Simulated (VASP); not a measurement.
Given:

```
WSe2
1.0
    1.62079    -2.80729     0.00000
    1.62079     2.80729     0.00000
    0.00000     0.00000    13.06355
W Se
2 4
Direct
  0.33333   0.66667   0.25000
  0.66667   0.33333   0.75000
  0.33333   0.66667   0.87705
  0.66667   0.33333   0.37705
  0.66667   0.33333   0.12295
  0.33333   0.66667   0.62295
```

The numbers are results of PBEsol GGA, VASP's PBE PAW potentials (set 64) (plane waves; VASP), not measurements. Numerical set-up: 520 eV cut-off, 8×8×2 Γ-centred mesh, Gaussian smearing of 0.050 eV, potentials W_sv Se.

Without a dispersion term in the relaxation, distances and binding between the weakly bound layers, chains or molecules are unreliable, and so is what depends on them.

The ions and cell shape at fixed volume are relaxed. Which structure does the run end with?

```
WSe2
1.0
    1.63145    -2.82575     0.00000
    1.63145     2.82575     0.00000
    0.00000     0.00000    12.89340
W Se
2 4
Direct
  0.33333   0.66667   0.25000
  0.66667   0.33333   0.75000
  0.33333   0.66667   0.88015
  0.66667   0.33333   0.38015
  0.66667   0.33333   0.11985
  0.33333   0.66667   0.61985
```
Space group P6_3/mmc (194), at a tolerance of 0.03 Å.

How much energy does the relaxation gain?

The energy (σ→0) changes by -6.5 meV/atom, in 6 ionic steps.

The compound is WSe2 in the 2H layered structure. This cell is one point of a volume scan, at 0.97 of the reference volume. Symmetry was kept, so distortions that lower it aren't found.
